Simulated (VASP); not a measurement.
Input:

```xyz
2
Lattice="1.3535 -2.3444 0.0000 1.3535 2.3444 0.0000 0.0000 0.0000 4.2630" Properties=species:S:1:pos:R:3 pbc="T T T"
Ru     1.4535     0.7815     1.0658
Ru     1.3535    -0.7815     3.1973
```

The numbers are results of r2SCAN meta-GGA, VASP's PBE PAW potentials (set 64) (plane waves; VASP 6.6.1), not measurements. Run with 480 eV cut-off, 14×14×8 Γ-centred mesh, first-order Methfessel-Paxton smearing of 0.10 eV, potentials Ru_pv.

### Question
What does the run give for the energy per atom (σ→0), pressure, largest force, band gap (on the k-mesh) with the smallest direct gap where there is one?

### Answer

| Item | Value |
|---|---|
| band gap (on the k-mesh) | none (metal, semimetal or under 0.01 eV) |
| energy per atom (σ→0) | -25.410 eV/atom |
| pressure | 1.01 GPa |
| largest force | 0.673 eV/Å |

The absolute energy has meaning only against runs of the same code, potentials and settings.

The compound is Ru in the hcp structure. This cell was strained or had an atom moved on purpose.
